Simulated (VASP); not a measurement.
# A slab model of the (1 1 0) face of BiTe, part 4 of 5

Aim: model the (1 1 0) face of BiTe by a slab and find how far its highest filled level lies below the vacuum. The start is a cell from a database of measured crystal structures.

VASP 6.6.1; PBE; plane waves and PAW (Bi, Te).

So far. Step 3 (Surface relaxation): The run ended after 13 ionic steps, 0.142 eV below its first step, once the forces on the free atoms met EDIFFG = -0.03. Step 4 (Potential and states of the slab): The vacuum level lies 4.14 eV above the Fermi level at the upper face; the two faces differ by 0.15 eV, the step that the slab's dipole of -0.025 e·Å makes.

## (5) The slab in a field, field -0.1

A field across the slab, with the atoms held, gives the electronic response: the dipole changes linearly with the field, and the energy has a linear term from the slab's own dipole and a quadratic one from its polarisability.

Contents of INCAR:

```
SYSTEM = BiTe
PREC = Normal
ENCUT = 300
EDIFF = 1E-06
NELM = 120
ISMEAR = 0
SIGMA = 0.05
LREAL = .FALSE.
ALGO = Fast
GGA = PE
LORBIT = 11
LWAVE = .FALSE.
LCHARG = .FALSE.
KPAR = 2
IDIPOL = 3
LDIPOL = .TRUE.
DIPOL = 0.5 0.5 0.502
EFIELD = -0.1
LVHAR = .TRUE.
```

Contents of POSCAR:

```
BiTe
1.0
    4.5749808743      0.0000000000      0.0000000000
    0.0000000000      6.4700000000      0.0000000000
    0.0000000000      0.0000000000     24.1499617486
Bi Te
5 5
Direct
    0.5000000000      0.5000000000      0.3105595000
    0.0000000000      0.0000000000      0.4052797500
    0.5000000000      0.5000000000      0.5026334615
    0.0000000000      0.0000000000      0.6017896396
    0.5000000000      0.5000000000      0.6923484857
    0.5000000000      0.0000000000      0.3105595000
    0.0000000000      0.5000000000      0.4052797500
    0.5000000000      0.0000000000      0.5002846729
    0.0000000000      0.5000000000      0.6026752973
    0.5000000000      0.0000000000      0.6859292029
```

Contents of KPOINTS:

```
Automatic mesh
0
Gamma
6 4 1
0 0 0
```

Potentials, in the order of the species: Bi and Te (PBE family, release 64).

Started as:

```console
$ mpirun -np 2 vasp_std
```

The program printed:

```text
[... set-up lines as in an earlier step ...]
 entering main loop
       N       E                     dE             d eps       ncg     rms          rms(c)
DAV:   1     0.293061426079E+03    0.29306E+03   -0.12960E+04   792   0.780E+02
DAV:   2     0.128268263504E+01   -0.29178E+03   -0.28737E+03  1204   0.163E+02
DAV:   3    -0.334331453913E+02   -0.34716E+02   -0.34463E+02   916   0.623E+01
DAV:   4    -0.357475340380E+02   -0.23144E+01   -0.23009E+01  1286   0.163E+01
DAV:   5    -0.358032768394E+02   -0.55743E-01   -0.55620E-01  1134   0.304E+00    0.135E+01
RMM:   6    -0.460255191013E+02   -0.10222E+02   -0.31043E+01  1060   0.822E+00    0.129E+01
RMM:   7    -0.349865836867E+02    0.11039E+02   -0.78738E+00   799   0.587E+00    0.651E+00
RMM:   8    -0.349189161510E+02    0.67668E-01   -0.34162E+00   984   0.322E+00    0.283E+00
RMM:   9    -0.348035257501E+02    0.11539E+00   -0.44789E-01  1016   0.156E+00    0.127E+00
RMM:  10    -0.347983869396E+02    0.51388E-02   -0.22664E-01  1005   0.887E-01    0.106E+00
RMM:  11    -0.347952237308E+02    0.31632E-02   -0.75670E-02  1055   0.586E-01    0.542E-01
RMM:  12    -0.347941262470E+02    0.10975E-02   -0.32781E-02   959   0.342E-01    0.412E-01
RMM:  13    -0.347927352196E+02    0.13910E-02   -0.13480E-02  1064   0.196E-01    0.200E-01
RMM:  14    -0.347931272747E+02   -0.39206E-03   -0.87529E-03  1183   0.104E-01    0.108E-01
RMM:  15    -0.347935266301E+02   -0.39936E-03   -0.47839E-03  1045   0.530E-02    0.544E-02
RMM:  16    -0.347939894293E+02   -0.46280E-03   -0.45196E-03   998   0.403E-02    0.544E-02
RMM:  17    -0.347942095802E+02   -0.22015E-03   -0.26223E-03  1000   0.278E-02    0.142E-02
RMM:  18    -0.347944586223E+02   -0.24904E-03   -0.22048E-03  1020   0.246E-02    0.109E-02
RMM:  19    -0.347946226610E+02   -0.16404E-03   -0.14393E-03   917   0.143E-02    0.878E-03
RMM:  20    -0.347947627467E+02   -0.14009E-03   -0.11461E-03   773   0.106E-02    0.108E-02
RMM:  21    -0.347948555442E+02   -0.92797E-04   -0.80869E-04   751   0.863E-03    0.672E-03
RMM:  22    -0.347949259498E+02   -0.70406E-04   -0.63295E-04   597   0.614E-03    0.503E-03
RMM:  23    -0.347949787616E+02   -0.52812E-04   -0.46230E-04   597   0.540E-03    0.527E-03
RMM:  24    -0.347950217296E+02   -0.42968E-04   -0.34721E-04   658   0.546E-03    0.799E-03
RMM:  25    -0.347950679287E+02   -0.46199E-04   -0.25147E-04   815   0.758E-03    0.891E-03
RMM:  26    -0.347950866873E+02   -0.18759E-04   -0.20165E-04   549   0.393E-03    0.687E-03
RMM:  27    -0.347951059471E+02   -0.19260E-04   -0.14772E-04   344   0.274E-03    0.241E-03
RMM:  28    -0.347951221539E+02   -0.16207E-04   -0.12012E-04   452   0.277E-03    0.211E-03
RMM:  29    -0.347951315641E+02   -0.94102E-05   -0.87056E-05   379   0.246E-03    0.153E-03
RMM:  30    -0.347951390183E+02   -0.74542E-05   -0.70181E-05   343   0.221E-03    0.232E-03
RMM:  31    -0.347951442927E+02   -0.52744E-05   -0.52092E-05   266   0.200E-03    0.236E-03
RMM:  32    -0.347951485002E+02   -0.42075E-05   -0.42553E-05   186   0.174E-03    0.343E-03
RMM:  33    -0.347951519528E+02   -0.34526E-05   -0.31678E-05   320   0.190E-03    0.317E-03
RMM:  34    -0.347951545445E+02   -0.25917E-05   -0.25229E-05   401   0.203E-03    0.269E-03
RMM:  35    -0.347951564711E+02   -0.19266E-05   -0.19374E-05   223   0.164E-03    0.310E-03
RMM:  36    -0.347951580089E+02   -0.15378E-05   -0.15497E-05   211   0.157E-03    0.347E-03
RMM:  37    -0.347951591379E+02   -0.11290E-05   -0.11935E-05   265   0.160E-03    0.328E-03
RMM:  38    -0.347951600236E+02   -0.88568E-06   -0.95283E-06   246   0.153E-03
   1 F= -.34795160E+02 E0= -.34790445E+02  d E =-.943031E-02
```

Wall time 86 s (2 MPI ranks of Intel Xeon 6975P-C (Granite Rapids), shared host); peak memory 0.59 GiB; 2.8 min of CPU time.

OUTCAR, selected parts (step 5):

```text
   NELECT =      55.0000    total number of electrons

 dipolmoment           0.000000      0.000000     -0.225119 electrons x Angstroem

 E-fermi :   0.6258

 k-point     1 :       0.0000    0.0000    0.0000
  band No.  band energies     occupation
    ...
     22      -1.3811      2.00000
     23      -1.2376      2.00000
     24      -0.9208      2.00000
     25      -0.8562      2.00000
     26       0.2723      2.00000
     27       0.6878      0.07948
     28       0.8923      0.00000
     29       1.0548      0.00000
     30       1.6158      0.00000
     31       1.8465      0.00000
    ...

  Total       -4.8384389      0.5755132     -2.0492818      0.0000000      0.0000000      0.0000000
  in kB      -10.8444077      1.2898995     -4.5930614      0.0000000      0.0000000      0.0000000
  external PRESSURE =      -4.7158565 kB  Pullay stress =       0.0000000 kB

 POSITION                                       TOTAL-FORCE (eV/Angst)
 -----------------------------------------------------------------------------------
      2.28749      3.23500      7.50000         0.000000      0.000000      0.297487
      0.00000      0.00000      9.78749         0.000000      0.000000     -0.622001
      2.28749      3.23500     12.13858         0.000000      0.000000     -0.017723
      0.00000      0.00000     14.53320         0.000000      0.000000      0.007166
      2.28749      3.23500     16.72019         0.000000      0.000000     -0.004268
      2.28749      0.00000      7.50000         0.000000      0.000000      0.597310
      0.00000      3.23500      9.78749         0.000000      0.000000     -0.267612
      2.28749      0.00000     12.08186         0.000000      0.000000     -0.005445
      0.00000      3.23500     14.55459         0.000000      0.000000      0.010967
      2.28749      0.00000     16.56516         0.000000      0.000000      0.004119
 -----------------------------------------------------------------------------------
    total drift:                                0.000000     -0.000000     -0.002132

  FREE ENERGIE OF THE ION-ELECTRON SYSTEM (eV)
  ---------------------------------------------------
  free  energy   TOTEN  =       -34.7951600236 eV

  energy  without entropy=      -34.7857297184  energy(sigma->0) =      -34.79044487

 vacuum level on the upper side and lower side of the slab         5.320         4.370

[... 8 parts as in an earlier step ...]

[... 9 further parts left out ...]
```

Numbers from this step:

```
electronic cycles       : 38
free energy (TOTEN)     : -34.80 eV
energy at zero smearing : -34.79 eV
Fermi energy            : 0.6258 eV
dipole moment           : 0, 0, -0.2251 e·Å
```

The planar average of the electrostatic potential oscillates, so the rows of the table below give means over windows of 2.35 Å about each position, cut where the curve ends. Its maxima inside the range that stand out by 2 % of the span (Å: eV): 4.8: 4.13, 8.6: -0.0249, 11.0: 0.107, 13.3: 0.600, 15.5: -1.59. Its minima: 0.4: 3.74, 7.5: -11.2, 9.8: -11.6, 12.1: -11.3, 14.5: -11.7, 16.7: -11.4.

Zero at the Fermi level. The planar average of the electrostatic potential by height; means over each step:

```csv
height (Å),planar average of the electrostatic potential (eV)
1.18,3.85
3.53,4.05
5.88,2.00
8.23,-5.89
10.58,-5.95
12.93,-5.28
15.28,-7.30
17.63,-2.02
19.98,4.29
22.33,4.56
```

Force by atom:

```csv
atom,x (eV/Å),y (eV/Å),z (eV/Å),size
Bi1,0.000,0.000,0.297,0.297
Bi2,0.000,0.000,-0.622,0.622
Bi3,0.000,0.000,-0.018,0.018
Bi4,0.000,0.000,0.007,0.007
Bi5,0.000,0.000,-0.004,0.004
Te6,0.000,0.000,0.597,0.597
Te7,0.000,0.000,-0.268,0.268
Te8,0.000,0.000,-0.005,0.005
Te9,0.000,0.000,0.011,0.011
Te10,0.000,0.000,0.004,0.004
```

Energy at zero smearing: -34.79044 eV.

## (6) The slab in a field, field 0.1

Changes to INCAR since step 5:

```diff
@@ -17,3 +17,3 @@
 DIPOL = 0.5 0.5 0.502
-EFIELD = -0.1
+EFIELD = 0.1
 LVHAR = .TRUE.
```

POSCAR is that of step 5.

KPOINTS is that of step 5.

Started as:

```console
$ mpirun -np 2 vasp_std
```

The program printed:

```text
[... set-up lines as in an earlier step ...]
 entering main loop
       N       E                     dE             d eps       ncg     rms          rms(c)
DAV:   1     0.293323029956E+03    0.29332E+03   -0.12963E+04   792   0.780E+02
DAV:   2     0.199020275644E+01   -0.29133E+03   -0.28740E+03  1188   0.163E+02
DAV:   3    -0.330764308654E+02   -0.35067E+02   -0.34715E+02   923   0.624E+01
DAV:   4    -0.355007832465E+02   -0.24244E+01   -0.23810E+01  1318   0.166E+01
DAV:   5    -0.355590329681E+02   -0.58250E-01   -0.57809E-01  1112   0.299E+00    0.138E+01
RMM:   6    -0.423738126581E+02   -0.68148E+01   -0.22320E+01  1027   0.666E+00    0.105E+01
RMM:   7    -0.365551545061E+02    0.58187E+01   -0.89941E+00   905   0.570E+00    0.833E+00
RMM:   8    -0.350453066019E+02    0.15098E+01   -0.16936E+00   899   0.292E+00    0.357E+00
RMM:   9    -0.348280359875E+02    0.21727E+00   -0.36672E-01  1042   0.131E+00    0.184E+00
RMM:  10    -0.347899807516E+02    0.38055E-01   -0.14871E-01  1003   0.876E-01    0.932E-01
RMM:  11    -0.347906089229E+02   -0.62817E-03   -0.61708E-02  1151   0.494E-01    0.605E-01
RMM:  12    -0.347893026060E+02    0.13063E-02   -0.12631E-02   988   0.236E-01    0.293E-01
RMM:  13    -0.347901478260E+02   -0.84522E-03   -0.79395E-03  1072   0.152E-01    0.222E-01
RMM:  14    -0.347895636986E+02    0.58413E-03   -0.46875E-03   981   0.133E-01    0.194E-01
RMM:  15    -0.347894259075E+02    0.13779E-03   -0.25774E-03  1158   0.707E-02    0.540E-02
RMM:  16    -0.347895449944E+02   -0.11909E-03   -0.12887E-03  1107   0.367E-02    0.175E-02
RMM:  17    -0.347896695467E+02   -0.12455E-03   -0.10062E-03   979   0.225E-02    0.222E-02
RMM:  18    -0.347897601131E+02   -0.90566E-04   -0.67699E-04   954   0.151E-02    0.109E-02
RMM:  19    -0.347898371677E+02   -0.77055E-04   -0.53017E-04   852   0.120E-02    0.831E-03
RMM:  20    -0.347899114487E+02   -0.74281E-04   -0.40547E-04   815   0.996E-03    0.381E-03
RMM:  21    -0.347899562551E+02   -0.44806E-04   -0.31824E-04   677   0.658E-03    0.970E-03
RMM:  22    -0.347899915940E+02   -0.35339E-04   -0.25085E-04   603   0.489E-03    0.495E-03
RMM:  23    -0.347900223470E+02   -0.30753E-04   -0.19712E-04   579   0.387E-03    0.230E-03
RMM:  24    -0.347900451439E+02   -0.22797E-04   -0.16096E-04   504   0.343E-03    0.241E-03
RMM:  25    -0.347900738146E+02   -0.28671E-04   -0.12643E-04   583   0.406E-03    0.352E-03
RMM:  26    -0.347900848182E+02   -0.11004E-04   -0.10626E-04   415   0.291E-03    0.787E-04
RMM:  27    -0.347900945607E+02   -0.97425E-05   -0.85183E-05   281   0.232E-03    0.138E-03
RMM:  28    -0.347901021108E+02   -0.75500E-05   -0.71392E-05   249   0.215E-03    0.125E-03
RMM:  29    -0.347901081590E+02   -0.60482E-05   -0.58110E-05   272   0.210E-03    0.156E-03
RMM:  30    -0.347901129049E+02   -0.47459E-05   -0.48684E-05   199   0.184E-03    0.271E-03
RMM:  31    -0.347901173542E+02   -0.44493E-05   -0.39843E-05   346   0.207E-03    0.190E-03
RMM:  32    -0.347901207988E+02   -0.34446E-05   -0.33145E-05   263   0.185E-03    0.226E-03
RMM:  33    -0.347901235570E+02   -0.27582E-05   -0.27385E-05   307   0.185E-03    0.193E-03
RMM:  34    -0.347901258094E+02   -0.22525E-05   -0.22512E-05   253   0.171E-03    0.200E-03
RMM:  35    -0.347901276964E+02   -0.18869E-05   -0.18960E-05   242   0.165E-03    0.175E-03
RMM:  36    -0.347901292310E+02   -0.15346E-05   -0.15344E-05   379   0.187E-03    0.165E-03
RMM:  37    -0.347901305378E+02   -0.13068E-05   -0.12997E-05   241   0.158E-03    0.123E-03
RMM:  38    -0.347901315793E+02   -0.10416E-05   -0.10444E-05   175   0.147E-03    0.138E-03
RMM:  39    -0.347901324730E+02   -0.89362E-06   -0.90116E-06   247   0.154E-03
   1 F= -.34790132E+02 E0= -.34785430E+02  d E =-.940568E-02
```

Elapsed: 82 s, on 2 MPI ranks; peak memory 0.59 GiB.

OUTCAR, selected parts (step 6):

```text
   NELECT =      55.0000    total number of electrons

 dipolmoment           0.000000      0.000000      0.174901 electrons x Angstroem

 E-fermi :   0.6227

 k-point     1 :       0.0000    0.0000    0.0000
  band No.  band energies     occupation
    ...
     22      -1.3864      2.00000
     23      -1.2436      2.00000
     24      -0.9174      2.00000
     25      -0.8548      2.00000
     26       0.2695      2.00000
     27       0.6846      0.07972
     28       0.8929      0.00000
     29       1.0491      0.00000
     30       1.6170      0.00000
     31       1.8440      0.00000
    ...

  Total       -4.8283513      0.5409945     -2.0454094      0.0000000      0.0000000      0.0000000
  in kB      -10.8217981      1.2125326     -4.5843823      0.0000000      0.0000000      0.0000000
  external PRESSURE =      -4.7312159 kB  Pullay stress =       0.0000000 kB

 POSITION                                       TOTAL-FORCE (eV/Angst)
 -----------------------------------------------------------------------------------
      2.28749      3.23500      7.50000         0.000000      0.000000      0.306536
      0.00000      0.00000      9.78749         0.000000      0.000000     -0.637597
      2.28749      3.23500     12.13858         0.000000      0.000000      0.013298
      0.00000      0.00000     14.53320         0.000000      0.000000     -0.004303
      2.28749      3.23500     16.72019         0.000000      0.000000      0.007312
      2.28749      0.00000      7.50000         0.000000      0.000000      0.608817
      0.00000      3.23500      9.78749         0.000000      0.000000     -0.290782
      2.28749      0.00000     12.08186         0.000000      0.000000     -0.002969
      0.00000      3.23500     14.55459         0.000000      0.000000     -0.013261
      2.28749      0.00000     16.56516         0.000000      0.000000      0.012949
 -----------------------------------------------------------------------------------
    total drift:                                0.000000     -0.000000     -0.002213

  FREE ENERGIE OF THE ION-ELECTRON SYSTEM (eV)
  ---------------------------------------------------
  free  energy   TOTEN  =       -34.7901324730 eV

  energy  without entropy=      -34.7807267890  energy(sigma->0) =      -34.78542963

 vacuum level on the upper side and lower side of the slab         4.219         5.476

[... 8 parts as in an earlier step ...]

[... 9 further parts left out ...]
```

This step gave:

```yaml
electronic_cycles: 39
free_energy_toten: -34.79 eV
fermi_energy: 0.6227 eV
dipole_moment: 0, 0, 0.1749 e·Å
```

Zero at the Fermi level. The planar average of the electrostatic potential by height:

```csv
height (Å),planar average of the electrostatic potential (eV)
0.0,4.22
0.5,4.85
1.0,4.80
1.5,4.75
2.0,4.70
2.5,4.65
3.0,4.60
3.5,4.55
4.0,4.49
4.5,4.43
5.0,4.33
5.5,4.12
6.0,3.47
6.5,0.944
7.0,-6.74
7.5,-11.2
8.0,-7.11
8.5,-0.422
9.0,-2.87
9.5,-10.1
10.0,-10.8
10.5,-4.04
11.0,0.00853
11.5,-5.56
12.0,-11.1
12.5,-8.56
13.0,-1.24
13.5,0.0323
14.0,-6.66
14.5,-11.6
15.0,-8.33
15.5,-1.86
16.0,-5.64
16.5,-11.1
17.0,-8.74
17.5,-1.06
18.0,2.87
18.5,3.72
19.0,3.95
19.5,3.98
20.0,3.96
20.5,3.91
21.0,3.87
21.5,3.82
22.0,3.77
22.5,3.72
23.0,3.67
23.5,3.62
24.0,3.90
```

Force by atom:

```csv
atom,x (eV/Å),y (eV/Å),z (eV/Å),size
Bi1,0.000,0.000,0.307,0.307
Bi2,0.000,0.000,-0.638,0.638
Bi3,0.000,0.000,0.013,0.013
Bi4,0.000,0.000,-0.004,0.004
Bi5,0.000,0.000,0.007,0.007
Te6,0.000,0.000,0.609,0.609
Te7,0.000,0.000,-0.291,0.291
Te8,0.000,0.000,-0.003,0.003
Te9,0.000,0.000,-0.013,0.013
Te10,0.000,0.000,0.013,0.013
```

Energy at zero smearing: -34.78543 eV.

(Part 4 of 5 ends here.)

[Lines on the potential files, build, host, timing and source positions are cut from VASP's logs without a mark.]

[Logs are printed without paths, hosts, clocks, repeated set-up lines and the standing remarks that a program may print on its own settings, such as how far it seeks lower states.]

[Hosts, paths, dates, database ids (printed as entryN), source tags and the programs' standing remarks are cut or masked in the printed files.]

[In band tables of VASP the shares of atoms and orbitals are scaled to a sum of 1 inside the atoms' spheres.]

[Runs that stopped without an error message from VASP are left out.]

[VASP counts the dipole in electrons times Å, so a positive number points the physical dipole along −c.]
